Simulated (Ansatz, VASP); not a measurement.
# Cross-check of LuPd between VASP and Ansatz, part 2 of 2

Wanted: the spread between two codes on one cell, functional and k mesh. The cell is taken from a series of runs on this material, whose earlier steps may have relaxed, scaled, displaced or heated it; both programs get it as it stands.

VASP 6.6.1 and Ansatz 0.2.0.

So far: The structure; VASP: relaxation of cell and atoms, PBEsol; Ansatz: relaxation of cell and atoms, PBEsol; Differences.

## (5) VASP: zone-centre phonons, PBEsol

Level of this step: PBEsol, 4f electrons in the core; plane waves and PAW (Lu_3, Pd) (VASP).

Second derivatives magnify differences that forces hide, and they need a tight electronic threshold.

Contents of INCAR:

```
SYSTEM = LuPd
PREC = Accurate
ENCUT = 500
EDIFF = 1E-08
NELM = 120
ISMEAR = 1
SIGMA = 0.2
LREAL = .FALSE.
ALGO = Normal
GGA = PS
NBANDS = 15
LASPH = .TRUE.
LORBIT = 11
LWAVE = .FALSE.
LCHARG = .FALSE.
ISIF = 2
IBRION = 8
GGA_COMPAT = .FALSE.
KPAR = 2
```

Contents of POSCAR:

```
LuPd
1.0
    3.3894934377      0.0000000000      0.0000000000
    0.0000000000      3.3894934377      0.0000000000
    0.0000000000      0.0000000000      3.3894934377
Lu Pd
1 1
Direct
    0.0000000000      0.0000000000      0.0000000000
    0.5000000000      0.5000000000      0.5000000000
```

Contents of KPOINTS:

```
Automatic mesh
0
Gamma
12 12 12
0 0 0
```

Potentials, in the order of the species: Lu_3 and Pd (PBE family, release 64).

Launch:

```sh
$ mpirun -np 2 vasp_std
```

Numbers of over 12 decimals in the logs are rounded to 6 here.

Log:

```text
[banner, memory and clock lines left out]
running    2 mpi-ranks, on    1 nodes
[...]
[... a notice as in an earlier step ...]

 LDA part: xc-table for (Slater+PW92), standard interpolation
 POSCAR, INCAR and KPOINTS ok, starting setup
[...]
entering main loop
       N       E                     dE             d eps       ncg     rms          rms(c)
DAV:   1     0.657375797535E+02    0.65738E+02   -0.86160E+03  3783   0.135E+03
DAV:   2    -0.116422401782E+02   -0.77380E+02   -0.72864E+02  4116   0.484E+02
DAV:   3    -0.131791025841E+02   -0.15369E+01   -0.15258E+01  3528   0.545E+01
DAV:   4    -0.131964523689E+02   -0.17350E-01   -0.17263E-01  3426   0.309E+00
[...]
DAV:  12    -0.127553722807E+02    0.10305E-05   -0.87262E-07  4067   0.175E-02    0.329E-03
DAV:  13    -0.127553723365E+02   -0.55741E-07   -0.27465E-08  2627   0.156E-03    0.133E-03
DAV:  14    -0.127553723464E+02   -0.99344E-08   -0.30670E-09  1617   0.147E-03
   1 F= -.12755372E+02 E0= -.12754419E+02  d E =-.286090E-02
[...]
RMM:  11    -0.101765668849E+00   -0.29715E-07   -0.18315E-08 14470   0.188E-04    0.709E-06
RMM:  12    -0.101765689496E+00   -0.20646E-07   -0.15780E-08 14861   0.904E-05    0.319E-06
RMM:  13    -0.101765689302E+00    0.19376E-09   -0.13172E-09 15588   0.560E-05    0.185E-06
 first order change of Fermi-energy  -0.45831E-03
 force on displaced ion       1 direction 1 :  -3.029  -0.000   0.000
 Linear response progress:
  Degree of freedom:   2/  2
       N       E                     dE             d eps       ncg     rms          rms(c)
RMM:   1    -0.251173563613E+00   -0.25117E+00   -0.23722E-01 12981   0.117E+01
RMM:   2    -0.255680933921E+00   -0.45074E-02   -0.18751E-02 11964   0.930E-01    0.166E-01
RMM:   3    -0.255949066466E+00   -0.26813E-03   -0.73866E-04 11437   0.258E-01    0.934E-02
RMM:   4    -0.256424732585E+00   -0.47567E-03   -0.31781E-04 12082   0.153E-01    0.946E-03
[...]
RMM:  12    -0.256297591295E+00   -0.13033E-06   -0.27125E-09 12985   0.881E-05    0.331E-06
RMM:  13    -0.256297624855E+00   -0.33560E-07   -0.23569E-09 13668   0.680E-05    0.110E-06
RMM:  14    -0.256297628208E+00   -0.33533E-08   -0.29278E-09 13924   0.609E-05    0.512E-07
 first order change of Fermi-energy   0.66421E-03
 force on displaced ion       2 direction 1 :  -3.041  -0.000   0.000
 Linear response finished
```

From OUTCAR (step 5):

```text
  Total       -0.2060357     -0.2060357     -0.2060357      0.0000000      0.0000000      0.0000000
  in kB       -8.4771263     -8.4771263     -8.4771263      0.0000000      0.0000000      0.0000000
  external PRESSURE =      -8.4771263 kB  Pullay stress =       0.0000000 kB

 POSITION                                       TOTAL-FORCE (eV/Angst)
 -----------------------------------------------------------------------------------
      0.00000      0.00000      0.00000         0.000000      0.000000      0.000000
      1.69475      1.69475      1.69475         0.000000      0.000000      0.000000
 -----------------------------------------------------------------------------------
    total drift:                                0.000000      0.000000      0.000000

[... 1 part as in an earlier step ...]

[... 1 further part left out ...]
```

## (6) Ansatz: zone-centre phonons, PBEsol

The same cell, functional, mesh and smearing now go to Ansatz, which takes its cutoff from its data sets.

The cell is taken from a series of runs on this material, whose earlier steps may have relaxed, scaled, displaced or heated it; both programs get it as it stands.

Contents of input.yaml:

```yaml
crystal:
  lattice:
    - [3.3894934377, 0.0, 0.0]
    - [0.0, 3.3894934377, 0.0]
    - [0.0, 0.0, 3.3894934377]
  atoms:
    - { symbol: Lu, position: [0.0, 0.0, 0.0] }
    - { symbol: Pd, position: [0.5, 0.5, 0.5] }
kpoints:
  mp_grid: { grid: [12, 12, 12] }
hamiltonian:
  xc: pbesol
  pseudopotentials: { kind: paw, azcp: { folder: soft_1 }, xc_functional: pbe }
scf:
  occupations: { method: methfessel_paxton, width: 0.2 }
output:
  eigenvalues: true
phonons:
  method: dfpt
```

Launch:

```sh
$ ansatz run input.yaml --threads 4 --pin off --max-ram 10240MiB --backend cpu --events-out ev --progress --plain --runs-dir out
```

Log:

```text
[...]
Crystal: 2 atoms, lattice volume = 38.941 Å³
Basis set: ecut = 420 eV, 751 PW (Γ), exchange–correlation on 48×48×48 points (8 copies of the dense FFT grid, shifted against one another)
Bands: 26, of which v1, the nominal top of the filled ones, is band 22 counted from 1 (21 counted from 0)
Symmetry: 48 space group operations
k-points: 196 of 1728 (irreducible under 8 space group operations, time reversal used)
[...]
k mesh reduced under 8 symmetry operations, with k and −k counted as one. Each operation leaves every solved perturbation unchanged. A smaller set is not used because it would not reduce the number of displacements times k-points to solve
  ASR residual: 2.151e-5 → 0.000e0 eV/Å²; symmetrization residual: 1.648e-5 eV/Å²
  ASR residual per site (eV/Å²): 6.44e-7 2.15e-5
  Γ frequencies (cm⁻¹): 0.00 0.00 0.00 115.68 115.68 115.68
  non-analytic LO–TO correction: not included (Born effective charges unavailable; polar crystals: no LO–TO splitting at Γ)
[key lines of the parts left out:]
SCF converged after 15 iterations
Free energy (F): -21520.620822 eV
Fermi energy:    18.189185 eV
```

## (7) Comparison

What differs besides the data sets and the points named for the pairs above, as far as they apply: the data sets hold 43 valence electrons in Ansatz (on its PAW soft_1 files) and 19 in VASP. Total energies have different zeros and are not compared.

Compared:

```tsv
quantity	Ansatz	VASP	difference
optical mode 1 to 3 (cm⁻¹)	115.7	111.7	+3.56 %
```

Modes are paired by rising frequency, not by their patterns, so a pair may set unlike modes beside each other; they are those without the splitting of longitudinal modes.

## (8) Results

* difference in volume (relaxation of cell and atoms, PBEsol): 0.76 %
* r.m.s. difference of the optical zone-centre modes, each program's sorted by frequency (zone-centre phonons, PBEsol): 4.0 cm⁻¹
* difference in optical mode 1 to 3 (zone-centre phonons, PBEsol): +3.6 %

What this shows: The difference in volume is 0.76 % (relaxation of cell and atoms, PBEsol), within the 1.2 % picked in this series as the mark of a large difference, as far as the stopping tolerances let one tell. The data sets hold unlike numbers of valence electrons (43 in Ansatz and 19 in VASP), so part of the differences may come from the potentials. Among the rows given in per cent, the largest difference of the zone-centre phonons, PBEsol pair is in optical mode 1 to 3, +3.6 %. Such differences can come from data sets, numerical settings and the points named under the comparisons, not from the functional's error against experiment.

[Lines on the potential files, build, host, timing and source positions are cut from VASP's logs without a mark.]

[Logs are printed without paths, hosts, clocks, repeated set-up lines and the standing remarks that a program may print on its own settings, such as how far it seeks lower states.]

[Hosts, paths, dates, database ids (printed as entryN), source tags and the programs' standing remarks are cut or masked in the printed files.]
